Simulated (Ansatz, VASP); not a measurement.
**Cross-check of W (W wire along [100], 12 atoms a period) between VASP and Ansatz**

Wanted: the spread between two codes on one cell, functional and k mesh. Of the first pair: The structure shown is the start of the Ansatz relaxation below; VASP solves that cell, so the two are compared at the walk's first step.

Calculated with Ansatz 0.2.0; plane waves, with VASP 6.6.1 beside it; single point at PBE.

### Step 1. Starting point

The cell holds 12 atoms: 12 W. Cell: a = 13.140 Å, b = 13.140 Å, c = 3.170 Å, α = 90.0°, β = 90.0°, γ = 90.0°. Vacuum lies along a and b. The structure's axis is c.

### Step 2. Ansatz: relaxation, PBE

Ansatz runs on its PAW soft_1 files.

The two programs are compared at the cell with which this relaxation starts, whose forces are those of its first step.

File input.yaml:

```yaml
crystal:
  lattice:
    - [13.14, 0.0, 0.0]
    - [0.0, 13.14, 0.0]
    - [0.0, 0.0, 3.17]
  atoms:
    - { symbol: W, position: [0.379375951, 0.258751903, 0.0] }
    - { symbol: W, position: [0.379375951, 0.5, 0.0] }
    - { symbol: W, position: [0.379375951, 0.741248097, 0.0] }
    - { symbol: W, position: [0.620624049, 0.258751903, 0.0] }
    - { symbol: W, position: [0.620624049, 0.5, 0.0] }
    - { symbol: W, position: [0.620624049, 0.741248097, 0.0] }
    - { symbol: W, position: [0.258751903, 0.379375951, 0.5] }
    - { symbol: W, position: [0.258751903, 0.620624049, 0.5] }
    - { symbol: W, position: [0.5, 0.379375951, 0.5] }
    - { symbol: W, position: [0.5, 0.620624049, 0.5] }
    - { symbol: W, position: [0.741248097, 0.379375951, 0.5] }
    - { symbol: W, position: [0.741248097, 0.620624049, 0.5] }
kpoints:
  mp_grid: { grid: [1, 1, 26] }
scf:
  occupations: { method: fermi_dirac, width: 0.05 }
hamiltonian:
  xc: pbe
  pseudopotentials: { kind: paw, azcp: { folder: soft_1 } }
relax:
  cell: { fix: [a, b, alpha, beta, gamma] }
  max_steps: 45
  f_tol: 0.03
```

The run is started by

```sh
$ ansatz run input.yaml --threads 4 --pin off --max-ram 16384MiB --backend cpu --events-out ev --progress --plain --runs-dir out
```

Numbers of over 12 decimals in the logs are rounded to 6 here.

Output:

```text
Engine: ansatz 0.2.0, aarch64-unknown-linux-gnu
Pseudopotentials: kind: paw
Pseudopotential: W, paw, valence charge 14, recommended cutoff 420 eV (normal), soft_1/W.paw.azcp
Functional definition: PBE
  parameter kappa = 0.804
  parameter beta = 0.066725
  exchange = pbe_x(kappa = kappa, mu = beta*pi^2/3)
  correlation = pbe_c(beta = beta)
Crystal: 12 atoms, lattice volume = 547.331 Å³
Basis set: ecut = 420 eV, 10771 PW (Γ), exchange–correlation on 180×180×48 points (8 copies of the dense FFT grid, shifted against one another)
Bands: 101, of which v1, the nominal top of the filled ones, is band 84 counted from 1 (83 counted from 0)
Symmetry: 16 space group operations
Space group: P42/mmc (ITA 131), of the structure as read, at distance tolerance 8.2e-5 Å
k-points: 14 of 26
Non-local potential: W, projectors of the file, l = 0: 3, l = 1: 2, l = 2: 2, l = 3: 1
PAW form: soft (Blöchl's): semilocal exchange-correlation on the pseudo side does not see the compensation charge
PAW one-centre angular grid: W, 590 points (default); XC on 64 Gauss nodes
Initial density: superposition of atomic densities (neutral atoms: chi_scale 0, normalization atom)
Initial wavefunctions: pseudopotential atomic-orbital guess
Functional: x = pbe(κ = 0.804, μ = 0.219515), c = pbe(β = 0.066725)
SCF iter   1: F=—  HF=-124619.926680 eV  |F-HF|=—  |Δ(HF+E_count)|=         —  Δρ=5.04e-2  dr2=9.22e1  ethr=3.10e-3  ⟨swp⟩=8.6  Hψ=6222  notcnv=0
preconditioner: auto → LDOS  [metal: Δε(μ)=0.040 eV  Ē_g=4.412 eV  σ=0.050 eV  W_gap=0.20  n_scr=94 (ndim 8)  ℏωp=13.5 eV  f_vac=0.458  D(μ)=13.75/eV (n_scr^D=78)  β→1.0]
SCF iter   2: F=—  HF=-124614.744599 eV  |F-HF|=—  |Δ(HF+E_count)|=    5.18e0  Δρ=4.42e-2  dr2=5.23e1  ethr=3.10e-3  ⟨swp⟩=5.2  Hψ=4086  notcnv=0  defer=16
SCF iter   3: F=—  HF=-124608.530588 eV  |F-HF|=—  |Δ(HF+E_count)|=    6.21e0  Δρ=1.04e-2  dr2=2.48e0  ethr=3.10e-3  ⟨swp⟩=4.1  Hψ=3709  notcnv=0  defer=8
SCF iter   4: F=—  HF=-124608.133495 eV  |F-HF|=—  |Δ(HF+E_count)|=   3.97e-1  Δρ=3.60e-3  dr2=3.62e-1  ethr=1.48e-3  ⟨swp⟩=2.1  Hψ=2220  notcnv=0  defer=19
SCF iter   5: F=—  HF=-124608.115271 eV  |F-HF|=—  |Δ(HF+E_count)|=   1.82e-2  Δρ=1.47e-3  dr2=4.43e-2  ethr=2.15e-4  ⟨swp⟩=3.3  Hψ=2268  notcnv=0  defer=19
SCF iter   6: F=—  HF=-124608.112494 eV  |F-HF|=—  |Δ(HF+E_count)|=   2.78e-3  Δρ=4.24e-4  dr2=2.16e-3  ethr=2.64e-5  ⟨swp⟩=2.0  Hψ=1953  notcnv=0  defer=19
SCF iter   7: F=—  HF=-124608.112558 eV  |F-HF|=—  |Δ(HF+E_count)|=   6.38e-5  Δρ=1.62e-4  dr2=6.96e-4  ethr=1.29e-6  ⟨swp⟩=3.9  Hψ=2950  notcnv=0  defer=19
SCF iter   8: F=—  HF=-124608.112554 eV  |F-HF|=—  |Δ(HF+E_count)|=   3.34e-6  Δρ=6.76e-5  dr2=5.24e-5  ethr=4.14e-7  ⟨swp⟩=2.0  Hψ=1884  notcnv=0  defer=19
SCF iter   9: F=—  HF=-124608.112628 eV  |F-HF|=—  |Δ(HF+E_count)|=   7.39e-5  Δρ=2.07e-5  dr2=4.44e-6  ethr=3.12e-8  ⟨swp⟩=2.4  Hψ=2186  notcnv=0  defer=19
SCF iter  10: F=—  HF=-124608.112632 eV  |F-HF|=—  |Δ(HF+E_count)|=   3.76e-6  Δρ=6.81e-6  dr2=5.84e-7  ethr=2.64e-9  ⟨swp⟩=2.6  Hψ=1974  notcnv=0  defer=19
SCF iter  11: F=-124608.112632 eV  HF=-124608.112632 eV  |F-HF|=2.53e-8  |Δ(HF+E_count)|=   1.23e-7  Δρ=2.24e-6  dr2=3.80e-8  ethr=5.95e-11  ⟨swp⟩=5.6  Hψ=5240  notcnv=0
SCF 1 converged in 11 iterations: F = -124608.112632 eV  dr2 = 3.80e-8
  greatest PAW one-centre occupation: 0.999 electrons in one spin orbital (limit 2), on the W atom at site 9 (counted from 0), in its partial waves of l = 0
relax step   1: F+E_penalty+E_count = -124608.11263229 eV  Δ(F+E_penalty+E_count) = +0.000e0 eV  max|allowed force component| = 2.757e0 eV/Å  Δτ_max = 0.0000 Å  P = -8.324 GPa  Ω = 547.331 Å³  fix = [a, b, alpha, beta, gamma]  reactions: a -7.235, b -7.235 GPa  (11 SCF iters, dr2 threshold 1.00e-7 eV, accepted)
[...]
relax step   5: F+E_penalty+E_count = -124611.05461590 eV  Δ(F+E_penalty+E_count) = -1.765e-2 eV  max|allowed force component| = 2.004e-1 eV/Å  Δτ_max = 0.0253 Å  P = +0.104 GPa  Ω = 528.432 Å³  energy of the carried Pulay correction = +3.302e-3 eV  fix = [a, b, alpha, beta, gamma]  reactions: a -0.154, b -0.154 GPa  (8 SCF iters, dr2 threshold 1.20e-6 eV, accepted)
[...]
relax step   6: F+E_penalty+E_count = -124611.06707302 eV  Δ(F+E_penalty+E_count) = -1.246e-2 eV  max|allowed force component| = 1.187e-2 eV/Å  Δτ_max = 0.0150 Å  P = -0.057 GPa  Ω = 529.622 Å³  energy of the carried Pulay correction = +3.091e-3 eV  fix = [a, b, alpha, beta, gamma]  reactions: a -0.104, b -0.104 GPa  (7 SCF iters, dr2 threshold 1.20e-6 eV, accepted)
[...]
relax step   7: F+E_penalty+E_count = -124611.06408586 eV  Δ(F+E_penalty+E_count) = +2.987e-3 eV  max|allowed force component| = 1.214e-2 eV/Å  Δτ_max = 0.0000 Å  P = -0.058 GPa  Ω = 529.622 Å³  fix = [a, b, alpha, beta, gamma]  reactions: a -0.103, b -0.103 GPa  stress off target by 3.30e-2 GPa on what of the cell is left free  SCF on the basis re-selected at this cell (its energy is not comparable with the rows above)  (7 SCF iters)
basis re-selected at this cell: Δ(F+E_penalty+E_count) = +2.987e-3 eV, ΔP = -0.001 GPa vs the last step (what re-selecting the basis moved, of the pressure what is left beyond the Pulay correction that the steps carried, after the strain that the cell walked since its last selection, with what the two solves' SCF thresholds leave and, on support functions, any second-order correction that the steps lacked; it is no m [...]
SCF converged after 7 iterations
Free energy (F): -124611.064086 eV
Harris-Foulkes:  -124611.064086 eV  (|F-HF|=5.82e-11)
Internal energy: -124610.936825 eV  (E = F + TS)
E sigma→0 (E₀):  -124611.000456 eV
Entropy (-TS):   -0.127261 eV (-10.605 meV/atom)
Fermi energy:    5.661415 eV
--- Per-component energies (eV) ---
  E_band       = -3777.869940
  E_kinetic    = 5057.517622
  E_local      = -66184.538682  (includes V_loc(G=0)·N_el)
  E_nonlocal   = -292.933954
  E_hartree    = 31174.585283
  E_xc         = -3195.320980
  E_vxc        = -2752.715968  (∫ρ·V_xc dr)
  E_paw        = -102937.088681  (= ΣΔE_a)
  E_vpaw       = -1954.371840  (= ΣTr[D̂ρ^β])
  E_aug_tail   = 0.001780  (compensation charges beyond the density's cutoff)
  E_ewald      = 11766.840787
  E_smearing   = -0.127261  (= −TS)
  E_closure    = 0.000000  (closes the sum)
  Σ components = -124611.064086   (vs F -124611.064086, Δ=0.00e0)
--- Forces (eV/Å), atoms counted from 1 ---
  atom   1  W     -0.00574920     0.00445727     0.00000000
  atom   2  W     -0.01213544     0.00000000     0.00000000
  atom   3  W     -0.00574920    -0.00445727     0.00000000
  atom   4  W      0.00574920     0.00445727     0.00000000
  atom   5  W      0.01213544     0.00000000     0.00000000
  atom   6  W      0.00574920    -0.00445727     0.00000000
  atom   7  W      0.00445727    -0.00574920     0.00000000
  atom   8  W      0.00445727     0.00574920     0.00000000
  atom   9  W      0.00000000    -0.01213544     0.00000000
  atom  10  W      0.00000000     0.01213544     0.00000000
  atom  11  W     -0.00445727    -0.00574920     0.00000000
  atom  12  W     -0.00445727     0.00574920     0.00000000
  max |Σ_I F_I| component: 8.67e-19 eV/Å
--- Stress (GPa, compression-positive) ---
       -0.103200       0.000000       0.000000
        0.000000      -0.103200       0.000000
        0.000000       0.000000       0.033002
  P = ⅓ Tr σ = -0.0578 GPa (-0.578 kbar)
--- Relaxed structure (6 steps of the walk, 6 accepted, 1 SCFs on fresh bases) ---
  F+E_penalty+E_count = -124611.06408586 eV   max|allowed force component| = 1.214e-2 eV/Å   (the final SCF, on the basis selected at the relaxed cell)
  cell:  # Å, volume = 529.6217 Å³
    - [13.14, 0.0, 0.0]
    - [0.0, 13.14, 0.0]
    - [0.0, 0.0, 3.067432]
  atoms:
    - { symbol: W, position: [0.371762, 0.267679, 0.0] }
    - { symbol: W, position: [0.376655, 0.5, 0.0] }
    - { symbol: W, position: [0.371762, 0.732321, 0.0] }
    - { symbol: W, position: [0.628238, 0.267679, 0.0] }
    - { symbol: W, position: [0.623345, 0.5, 0.0] }
    - { symbol: W, position: [0.628238, 0.732321, 0.0] }
    - { symbol: W, position: [0.267679, 0.371762, 0.5] }
    - { symbol: W, position: [0.267679, 0.628238, 0.5] }
    - { symbol: W, position: [0.5, 0.376655, 0.5] }
    - { symbol: W, position: [0.5, 0.623345, 0.5] }
    - { symbol: W, position: [0.732321, 0.371762, 0.5] }
    - { symbol: W, position: [0.732321, 0.628238, 0.5] }
```

The column dr2 measures how far the density is from self-consistency, as an energy; F and HF (Harris–Foulkes) agree once it is small.

### Step 3. VASP: single point, PBE, start cell, pair 1

The same cell, functional, mesh and smearing now go to VASP, with its own data sets.

Lines of VASP's logs that name or quote its potential files are left out, and so is its time.

File INCAR:

```
SYSTEM = W
PREC = Accurate
ENCUT = 520
EDIFF = 1E-06
NELM = 120
ISMEAR = -1
SIGMA = 0.05
LREAL = .FALSE.
ALGO = Normal
GGA = PE
NBANDS = 48
LASPH = .TRUE.
LORBIT = 11
LWAVE = .FALSE.
LCHARG = .FALSE.
ISIF = 2
GGA_COMPAT = .FALSE.
KPAR = 2
```

File POSCAR:

```
W
1.0
   13.1400000000      0.0000000000      0.0000000000
    0.0000000000     13.1400000000      0.0000000000
    0.0000000000      0.0000000000      3.1700000000
W
12
Direct
    0.3793759513      0.2587519026      0.0000000000
    0.3793759513      0.5000000000      0.0000000000
    0.3793759513      0.7412480974      0.0000000000
    0.6206240487      0.2587519026      0.0000000000
    0.6206240487      0.5000000000      0.0000000000
    0.6206240487      0.7412480974      0.0000000000
    0.2587519026      0.3793759513      0.5000000000
    0.2587519026      0.6206240487      0.5000000000
    0.5000000000      0.3793759513      0.5000000000
    0.5000000000      0.6206240487      0.5000000000
    0.7412480974      0.3793759513      0.5000000000
    0.7412480974      0.6206240487      0.5000000000
```

File KPOINTS:

```
Automatic mesh
0
Gamma
1 1 26
0 0 0
```

The projector-augmented-wave data sets are W (PBE family, release 64).

The run is started by

```sh
$ mpirun -np 2 vasp_std
```

Output:

```text
[banner, memory and clock lines left out]
running    2 mpi-ranks, on    1 nodes
 distrk:  each k-point on    1 cores,    2 groups
 distr:  one band on    1 cores,    1 groups

 POSCAR found type information on POSCAR W
 POSCAR found :  1 types and      12 ions
 LDA part: xc-table for (Slater+PW92), standard interpolation
 POSCAR, INCAR and KPOINTS ok, starting setup
 FFT: planning ... GRIDC
 FFT: planning ... GRID_SOFT
 FFT: planning ... GRID
 WAVECAR not read
 entering main loop
       N       E                     dE             d eps       ncg     rms          rms(c)
DAV:   1     0.311854483316E+03    0.31185E+03   -0.25731E+04  1344   0.118E+03
DAV:   2    -0.887419409216E+02   -0.40060E+03   -0.37408E+03  1832   0.233E+02
DAV:   3    -0.141711295154E+03   -0.52969E+02   -0.50744E+02  1792   0.786E+01
DAV:   4    -0.146449336104E+03   -0.47380E+01   -0.45192E+01  2232   0.198E+01
DAV:   5    -0.146784796619E+03   -0.33546E+00   -0.32428E+00  2192   0.471E+00    0.538E+01
DAV:   6    -0.138210182667E+03    0.85746E+01   -0.86049E+01  2200   0.245E+01    0.274E+01
DAV:   7    -0.139437950123E+03   -0.12278E+01   -0.10884E+02  2264   0.323E+01    0.157E+01
DAV:   8    -0.132699482018E+03    0.67385E+01   -0.76062E+01  2272   0.242E+01    0.251E+00
DAV:   9    -0.132943029557E+03   -0.24355E+00   -0.36927E+00  2168   0.671E+00    0.141E+00
DAV:  10    -0.132915668865E+03    0.27361E-01   -0.37620E-01  2256   0.190E+00    0.845E-01
DAV:  11    -0.132927066949E+03   -0.11398E-01   -0.12697E-01  2336   0.104E+00    0.660E-01
DAV:  12    -0.132918746536E+03    0.83204E-02   -0.61538E-02  2256   0.767E-01    0.122E-01
DAV:  13    -0.132920130577E+03   -0.13840E-02   -0.44611E-03  1808   0.256E-01    0.858E-02
DAV:  14    -0.132920536753E+03   -0.40618E-03   -0.84340E-04  1984   0.893E-02    0.634E-02
DAV:  15    -0.132920723246E+03   -0.18649E-03   -0.20645E-03  2272   0.131E-01    0.350E-02
DAV:  16    -0.132920737175E+03   -0.13928E-04   -0.18652E-04  1992   0.519E-02    0.256E-02
DAV:  17    -0.132920765534E+03   -0.28360E-04   -0.10261E-04  2240   0.302E-02    0.600E-03
DAV:  18    -0.132920773711E+03   -0.81769E-05   -0.46947E-05  2344   0.191E-02    0.805E-03
DAV:  19    -0.132920772402E+03    0.13094E-05   -0.28149E-06  1360   0.775E-03    0.562E-03
DAV:  20    -0.132920772035E+03    0.36720E-06   -0.51686E-06  1704   0.549E-03
   1 F= -.13292077E+03 E0= -.13283711E+03  d E =-.167329E+00
```

Parts of OUTCAR (step 3):

```text
ion  position               nearest neighbor table
   1  0.379  0.259  0.000-   7 2.75   9 2.75   7 2.75   9 2.75   2 3.17   4 3.17
   2  0.379  0.500  0.000-   7 2.75   8 2.75   9 2.75  10 2.75   7 2.75   8 2.75   9 2.75  10 2.75
                             5 3.17   1 3.17   3 3.17
   3  0.379  0.741  0.000-   8 2.75  10 2.75   8 2.75  10 2.75   2 3.17   6 3.17
   4  0.621  0.259  0.000-   9 2.75  11 2.75   9 2.75  11 2.75   1 3.17   5 3.17
   5  0.621  0.500  0.000-   9 2.75  10 2.75  11 2.75  12 2.75   9 2.75  10 2.75  11 2.75  12 2.75
                             6 3.17   2 3.17   4 3.17
   6  0.621  0.741  0.000-  10 2.75  12 2.75  10 2.75  12 2.75   3 3.17   5 3.17
   7  0.259  0.379  0.500-   1 2.75   2 2.75   1 2.75   2 2.75   8 3.17   9 3.17
   8  0.259  0.621  0.500-   2 2.75   3 2.75   2 2.75   3 2.75   7 3.17  10 3.17
   9  0.500  0.379  0.500-   1 2.75   2 2.75   4 2.75   5 2.75   1 2.75   2 2.75   4 2.75   5 2.75
                            10 3.17  11 3.17   7 3.17
  10  0.500  0.621  0.500-   2 2.75   3 2.75   5 2.75   6 2.75   2 2.75   3 2.75   5 2.75   6 2.75
                             9 3.17  12 3.17   8 3.17
  11  0.741  0.379  0.500-   4 2.75   5 2.75   4 2.75   5 2.75   9 3.17  12 3.17
  12  0.741  0.621  0.500-   5 2.75   6 2.75   5 2.75   6 2.75  10 3.17  11 3.17

  LATTYP: Found a simple tetragonal cell.
 ALAT       =    13.1400000000
 C/A-ratio  =     0.2412480974

 Subroutine GETGRP returns: Found 16 space group operations
 (whereof  8 operations were pure point group operations)

The static configuration has the point symmetry D_2h.
 The point group associated with its full space group is D_4h.

 Found     14 irreducible k-points:

   k-points           NKPTS =     14   k-points in BZ     NKDIM =     14   number of bands    NBANDS=     48

   dimension x,y,z NGX =    98 NGY =   98 NGZ =   24
   dimension x,y,z NGXF=   196 NGYF=  196 NGZF=   48

   ENCUT  =  520.0 eV  38.22 Ry    6.18 a.u.  24.43 24.43  5.89*2*pi/ulx,y,z

   NELECT =      72.0000    total number of electrons

 k-points in reciprocal lattice and weights: Automatic mesh
   0.00000000  0.00000000  0.00000000       0.038
   0.00000000  0.00000000  0.03846154       0.077
   0.00000000  0.00000000  0.07692308       0.077
   0.00000000  0.00000000  0.11538462       0.077
   0.00000000  0.00000000  0.15384615       0.077
   0.00000000  0.00000000  0.19230769       0.077
   0.00000000  0.00000000  0.23076923       0.077
   0.00000000  0.00000000  0.26923077       0.077
   0.00000000  0.00000000  0.30769231       0.077
[...]
0.00000000  0.00000000  0.46153846       0.077
   0.00000000  0.00000000  0.50000000       0.038

 average (electrostatic) potential at core
       1 -45.6330       2 -45.5977       3 -45.6330       4 -45.6330       5 -45.5977
       6 -45.6330       7 -45.6330       8 -45.6330       9 -45.5977      10 -45.5977
      11 -45.6330      12 -45.6330

 E-fermi :   0.1581

 k-point     1 :       0.0000    0.0000    0.0000
  band No.  band energies     occupation
    ...
     38       0.0981      1.53732
     39       0.1039      1.49488
     40       0.1039      1.49488
     41       0.1878      0.71211
     42       0.1878      0.71211
     43       0.2851      0.14636
     44       0.7052      0.00004
     45       0.8832      0.00000
     46       1.0722      0.00000
     47       1.0733      0.00000
    ...

 k-point     2 :       0.0000    0.0000    0.0385
  band No.  band energies     occupation
    ...
     36       0.0301      1.85648
     37       0.0375      1.83562
     38       0.1135      1.41905
     39       0.1359      1.21880
     40       0.1359      1.21880
     41       0.2314      0.37548
     42       0.2314      0.37548
     43       0.3039      0.10289
     44       0.7219      0.00003
     45       0.9031      0.00000
    ...

 k-point     3 :       0.0000    0.0000    0.0769
  band No.  band energies     occupation
    ...
     36       0.0303      1.85608
     37       0.0303      1.85608
     38       0.1379      1.19945
     39       0.1731      0.85158
     40       0.1731      0.85157
     41       0.3492      0.04283
     42       0.4104      0.01279
     43       0.4104      0.01279
     44       0.7635      0.00001
     45       0.9240      0.00000
    ...

  Total      -28.0384422    -28.0384422    -39.3886808      0.0000000      0.0000000      0.0000000
  in kB      -82.0756763    -82.0756763   -115.3007217      0.0000000      0.0000000      0.0000000
  external PRESSURE =     -93.1506915 kB  Pullay stress =       0.0000000 kB

  energy-cutoff  :      520.00
  volume of cell :      547.33
      direct lattice vectors                 reciprocal lattice vectors
    13.140000000  0.000000000  0.000000000     0.076103501  0.000000000  0.000000000
     0.000000000 13.140000000  0.000000000     0.000000000  0.076103501  0.000000000
     0.000000000  0.000000000  3.170000000     0.000000000  0.000000000  0.315457413

 POSITION                                       TOTAL-FORCE (eV/Angst)
 -----------------------------------------------------------------------------------
      4.98500      3.40000      0.00000        -0.701618      3.007943     -0.000000
      4.98500      6.57000      0.00000        -1.924112     -0.000000     -0.000000
      4.98500      9.74000      0.00000        -0.701618     -3.007943     -0.000000
      8.15500      3.40000      0.00000         0.701618      3.007943      0.000000
      8.15500      6.57000      0.00000         1.924112     -0.000000      0.000000
      8.15500      9.74000      0.00000         0.701618     -3.007943      0.000000
      3.40000      4.98500      1.58500         3.007943     -0.701618      0.000000
      3.40000      8.15500      1.58500         3.007943      0.701618      0.000000
      6.57000      4.98500      1.58500         0.000000     -1.924112     -0.000000
      6.57000      8.15500      1.58500         0.000000      1.924112      0.000000
      9.74000      4.98500      1.58500        -3.007943     -0.701618     -0.000000
      9.74000      8.15500      1.58500        -3.007943      0.701618     -0.000000
 -----------------------------------------------------------------------------------
    total drift:                                0.000000      0.000000     -0.000000

  FREE ENERGIE OF THE ION-ELECTRON SYSTEM (eV)
  ---------------------------------------------------
  free  energy   TOTEN  =      -132.9207720347 eV

  energy  without entropy=     -132.7534431384  energy(sigma->0) =     -132.83710759

 total charge
# of ion       s       p       d       tot
------------------------------------------
    1        0.636   0.365   3.950   4.951
    2        0.675   0.673   4.133   5.480
    3        0.636   0.365   3.950   4.951
    4        0.636   0.365   3.950   4.951
    5        0.675   0.673   4.133   5.480
    6        0.636   0.365   3.950   4.951
    7        0.636   0.365   3.950   4.951
    8        0.636   0.365   3.950   4.951
    9        0.675   0.673   4.133   5.480
   10        0.675   0.673   4.133   5.480
   11        0.636   0.365   3.950   4.951
   12        0.636   0.365   3.950   4.951
--------------------------------------------------
tot          7.789   5.607  48.130  61.526

[... 3 further parts left out ...]
```

(Continued in part 2 of 2.)

[Lines on the potential files, build, host, timing and source positions are cut from VASP's logs without a mark.]

[Logs are printed without paths, hosts, clocks, repeated set-up lines and the standing remarks that a program may print on its own settings, such as how far it seeks lower states.]

[Hosts, paths, dates, database ids (printed as entryN), source tags and the programs' standing remarks are cut or masked in the printed files.]
